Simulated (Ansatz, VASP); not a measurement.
# LiMgBr3: VASP beside Ansatz, part 2 of 3

One calculation is typed for both programs; each brings its own data sets. How far apart do they land? The cell is generated by rule, not measured, and may not be a known phase. The cell is taken from a series of runs on this material, whose earlier steps may have relaxed, scaled, displaced or heated it; both programs get it as it stands.

VASP 6.6.1 and Ansatz 0.2.0.

So far: Starting point; VASP: zone-centre phonons, PBEsol.

### 2. VASP: zone-centre phonons, PBEsol (continued)

Level of this step: PBEsol; plane waves and PAW (Li_sv, Mg, Br); invented cell (VASP).

OUTCAR, selected parts (step 2):

```text
ion  position               nearest neighbor table
   1  0.000  0.000  0.000-
   2  0.500  0.500  0.500-   3 2.61   4 2.61   5 2.61   3 2.61   4 2.61   5 2.61
   3  0.500  0.500  0.000-   2 2.61   2 2.61
   4  0.500  0.000  0.500-   2 2.61   2 2.61
   5  0.000  0.500  0.500-   2 2.61   2 2.61

  LATTYP: Found a simple cubic cell.
 ALAT       =     5.2123357539

 Subroutine GETGRP returns: Found 48 space group operations
 (whereof 48 operations were pure point group operations)

The static configuration has the point symmetry O_h .

 Found     20 irreducible k-points:

   k-points           NKPTS =     20   k-points in BZ     NKDIM =     20   number of bands    NBANDS=     19

   dimension x,y,z NGX =    48 NGY =   48 NGZ =   48
   dimension x,y,z NGXF=    96 NGYF=   96 NGZF=   96

   ENCUT  =  750.0 eV  55.12 Ry    7.42 a.u.  11.64 11.64 11.64*2*pi/ulx,y,z

   NELECT =      26.0000    total number of electrons

 k-points in reciprocal lattice and weights: Automatic mesh
   0.00000000  0.00000000  0.00000000       0.005
   0.16666667  0.00000000  0.00000000       0.028
   0.33333333  0.00000000  0.00000000       0.028
   0.50000000  0.00000000  0.00000000       0.014
   0.16666667  0.16666667  0.00000000       0.056
   0.33333333  0.16666667  0.00000000       0.111
   0.50000000  0.16666667  0.00000000       0.056
   0.33333333  0.33333333  0.00000000       0.056
   0.50000000  0.33333333  0.00000000       0.056
[...]
0.50000000  0.50000000  0.33333333       0.028
   0.50000000  0.50000000  0.50000000       0.005

 average (electrostatic) potential at core
       1 -65.8517       2 -40.3231       3 -64.0632       4 -64.0632       5 -64.0632

  Total       -0.0366505     -0.0366505     -0.0366505      0.0000000      0.0000000      0.0000000
  in kB       -0.4146608     -0.4146608     -0.4146608      0.0000000      0.0000000      0.0000000
  external PRESSURE =      -0.4146608 kB  Pullay stress =       0.0000000 kB

  energy-cutoff  :      750.00
  volume of cell :      141.61
      direct lattice vectors                 reciprocal lattice vectors
     5.212335754  0.000000000  0.000000000     0.191852568  0.000000000  0.000000000
     0.000000000  5.212335754  0.000000000     0.000000000  0.191852568  0.000000000
     0.000000000  0.000000000  5.212335754     0.000000000  0.000000000  0.191852568

 POSITION                                       TOTAL-FORCE (eV/Angst)
 -----------------------------------------------------------------------------------
      0.00000      0.00000      0.00000         0.000000      0.000000      0.000000
      2.60617      2.60617      2.60617         0.000000      0.000000      0.000000
      2.60617      2.60617      0.00000         0.000000      0.000000      0.000000
      2.60617      0.00000      2.60617         0.000000      0.000000      0.000000
      0.00000      2.60617      2.60617         0.000000      0.000000      0.000000
 -----------------------------------------------------------------------------------
    total drift:                                0.000000     -0.000000     -0.000000

 Eigenvectors and eigenvalues of the dynamical matrix
 ----------------------------------------------------

   1 f  =    7.140656 THz    44.866063 2PiTHz  238.186638 cm-1    29.531366 meV
             X         Y         Z           dx          dy          dz
      0.000000  0.000000  0.000000    -0.000000    0.000000    0.001019
      2.606168  2.606168  2.606168    -0.000000    0.000000    0.793285
      2.606168  2.606168  0.000000    -0.000000    0.000000   -0.598303
      2.606168  0.000000  2.606168    -0.000000   -0.000000    0.079785
      0.000000  2.606168  2.606168     0.000000   -0.000000    0.079785

   2 f  =    7.140656 THz    44.866063 2PiTHz  238.186638 cm-1    29.531366 meV
             X         Y         Z           dx          dy          dz
      0.000000  0.000000  0.000000    -0.000021   -0.001018    0.000000
      2.606168  2.606168  2.606168    -0.016515   -0.793113    0.000000
      2.606168  2.606168  0.000000    -0.001661   -0.079768    0.000000
      2.606168  0.000000  2.606168    -0.001661    0.598174    0.000000
      0.000000  2.606168  2.606168     0.012456   -0.079768   -0.000000

   3 f  =    7.140656 THz    44.866063 2PiTHz  238.186638 cm-1    29.531366 meV
             X         Y         Z           dx          dy          dz
      0.000000  0.000000  0.000000     0.001018   -0.000021    0.000000
      2.606168  2.606168  2.606168     0.793113   -0.016515    0.000000
      2.606168  2.606168  0.000000     0.079768   -0.001661   -0.000000
      2.606168  0.000000  2.606168     0.079768    0.012456    0.000000
      0.000000  2.606168  2.606168    -0.598174   -0.001661    0.000000

   4 f  =    2.522714 THz    15.850677 2PiTHz   84.148667 cm-1    10.433100 meV
             X         Y         Z           dx          dy          dz
      0.000000  0.000000  0.000000     0.025091   -0.003336   -0.153188
      2.606168  2.606168  2.606168    -0.085274    0.011339    0.520622
      2.606168  2.606168  0.000000     0.067831   -0.009020    0.579578
      2.606168  0.000000  2.606168     0.067831    0.012623   -0.414125
      0.000000  2.606168  2.606168    -0.094930   -0.009020   -0.414125

   5 f  =    2.522714 THz    15.850677 2PiTHz   84.148667 cm-1    10.433100 meV
             X         Y         Z           dx          dy          dz
      0.000000  0.000000  0.000000     0.109633   -0.108052    0.020311
      2.606168  2.606168  2.606168    -0.372599    0.367224   -0.069027
      2.606168  2.606168  0.000000     0.296381   -0.292105   -0.076844
      2.606168  0.000000  2.606168     0.296381    0.408808    0.054907
      0.000000  2.606168  2.606168    -0.414792   -0.292105    0.054907

   6 f  =    2.522714 THz    15.850677 2PiTHz   84.148667 cm-1    10.433100 meV
             X         Y         Z           dx          dy          dz
      0.000000  0.000000  0.000000    -0.107043   -0.111449   -0.015105
      2.606168  2.606168  2.606168     0.363794    0.378769    0.051337
      2.606168  2.606168  0.000000    -0.289377   -0.301289    0.057150
      2.606168  0.000000  2.606168    -0.289377    0.421661   -0.040836
      0.000000  2.606168  2.606168     0.404990   -0.301289   -0.040836

   7 f  =    0.015838 THz     0.099513 2PiTHz    0.528298 cm-1     0.065501 meV
             X         Y         Z           dx          dy          dz
      0.000000  0.000000  0.000000    -0.004578    0.014015   -0.163176
      2.606168  2.606168  2.606168    -0.008438    0.025832   -0.300763
      2.606168  2.606168  0.000000    -0.015113    0.046263   -0.542716
      2.606168  0.000000  2.606168    -0.015113    0.046612   -0.538645
      0.000000  2.606168  2.606168    -0.015227    0.046263   -0.538645

   8 f  =    0.015838 THz     0.099513 2PiTHz    0.528298 cm-1     0.065501 meV
             X         Y         Z           dx          dy          dz
      0.000000  0.000000  0.000000     0.158349    0.042057   -0.000831
      2.606168  2.606168  2.606168     0.291865    0.077518   -0.001531
      2.606168  2.606168  0.000000     0.522711    0.138829   -0.002763
      2.606168  0.000000  2.606168     0.522711    0.139878   -0.002742
      0.000000  2.606168  2.606168     0.526661    0.138829   -0.002742

   9 f  =    0.015838 THz     0.099513 2PiTHz    0.528298 cm-1     0.065501 meV
             X         Y         Z           dx          dy          dz
      0.000000  0.000000  0.000000    -0.041815    0.157729    0.014720
      2.606168  2.606168  2.606168    -0.077072    0.290724    0.027132
      2.606168  2.606168  0.000000    -0.138031    0.520667    0.048958
      2.606168  0.000000  2.606168    -0.138031    0.524601    0.048591
      0.000000  2.606168  2.606168    -0.139074    0.520667    0.048591

  10 f/i=    0.131642 THz     0.827134 2PiTHz    4.391121 cm-1     0.544429 meV
             X         Y         Z           dx          dy          dz
      0.000000  0.000000  0.000000     0.000000    0.000000    0.000000
      2.606168  2.606168  2.606168     0.000000    0.000000    0.000000
      2.606168  2.606168  0.000000     0.703572   -0.070547    0.000000
      2.606168  0.000000  2.606168    -0.703572    0.000000    0.002986
      0.000000  2.606168  2.606168     0.000000    0.070547   -0.002986

  11 f/i=    0.131642 THz     0.827134 2PiTHz    4.391121 cm-1     0.544429 meV
             X         Y         Z           dx          dy          dz
      0.000000  0.000000  0.000000    -0.000000   -0.000000    0.000000
      2.606168  2.606168  2.606168    -0.000000   -0.000000    0.000000
      2.606168  2.606168  0.000000    -0.000606   -0.035940    0.000000
      2.606168  0.000000  2.606168     0.000606   -0.000000   -0.706193
      0.000000  2.606168  2.606168    -0.000000    0.035940    0.706193

  12 f/i=    0.131642 THz     0.827134 2PiTHz    4.391121 cm-1     0.544429 meV
             X         Y         Z           dx          dy          dz
      0.000000  0.000000  0.000000    -0.000000    0.000000    0.000000
      2.606168  2.606168  2.606168    -0.000000    0.000000    0.000000
      2.606168  2.606168  0.000000    -0.070608   -0.702660    0.000000
      2.606168  0.000000  2.606168     0.070608    0.000000    0.035821
      0.000000  2.606168  2.606168    -0.000000    0.702660   -0.035821

  13 f/i=    5.097175 THz    32.026496 2PiTHz  170.023460 cm-1    21.080213 meV
             X         Y         Z           dx          dy          dz
      0.000000  0.000000  0.000000    -0.077124    0.970880   -0.022159
      2.606168  2.606168  2.606168    -0.002572    0.032372   -0.000739
      2.606168  2.606168  0.000000     0.012504   -0.157403   -0.000059
      2.606168  0.000000  2.606168     0.012504    0.002595    0.003592
      0.000000  2.606168  2.606168    -0.000206   -0.157403    0.003592

  14 f/i=    5.097175 THz    32.026496 2PiTHz  170.023460 cm-1    21.080213 meV
             X         Y         Z           dx          dy          dz
      0.000000  0.000000  0.000000    -0.001798    0.022086    0.973939
      2.606168  2.606168  2.606168    -0.000060    0.000736    0.032474
      2.606168  2.606168  0.000000     0.000292   -0.003581    0.002603
      2.606168  0.000000  2.606168     0.000292    0.000059   -0.157899
      0.000000  2.606168  2.606168    -0.000005   -0.003581   -0.157899

  15 f/i=    5.097175 THz    32.026496 2PiTHz  170.023460 cm-1    21.080213 meV
             X         Y         Z           dx          dy          dz
      0.000000  0.000000  0.000000     0.971132    0.077145    0.000044
      2.606168  2.606168  2.606168     0.032381    0.002572    0.000001
      2.606168  2.606168  0.000000    -0.157444   -0.012507    0.000000
      2.606168  0.000000  2.606168    -0.157444    0.000206   -0.000007
      0.000000  2.606168  2.606168     0.002596   -0.012507   -0.000007

 ELASTIC MODULI CONTR FROM IONIC RELAXATION (kBar)
 Direction    XX          YY          ZZ          XY          YZ          ZX
 --------------------------------------------------------------------------------
 XX           0.0000      0.0000      0.0000      0.0000      0.0000      0.0000
 YY           0.0000      0.0000      0.0000      0.0000      0.0000      0.0000
 ZZ           0.0000      0.0000      0.0000      0.0000      0.0000      0.0000
 XY           0.0000      0.0000      0.0000      0.0000      0.0000      0.0000
 YZ           0.0000      0.0000      0.0000      0.0000      0.0000      0.0000
 ZX           0.0000      0.0000      0.0000      0.0000      0.0000      0.0000
 --------------------------------------------------------------------------------
```

Energies printed during the response cycles are not total energies of the cell.

(Continued in part 3 of 3.)

[Lines on the potential files, build, host, timing and source positions are cut from VASP's logs without a mark.]

[Logs are printed without paths, hosts, clocks, repeated set-up lines and the standing remarks that a program may print on its own settings, such as how far it seeks lower states.]

[Hosts, paths, dates, database ids (printed as entryN), source tags and the programs' standing remarks are cut or masked in the printed files.]
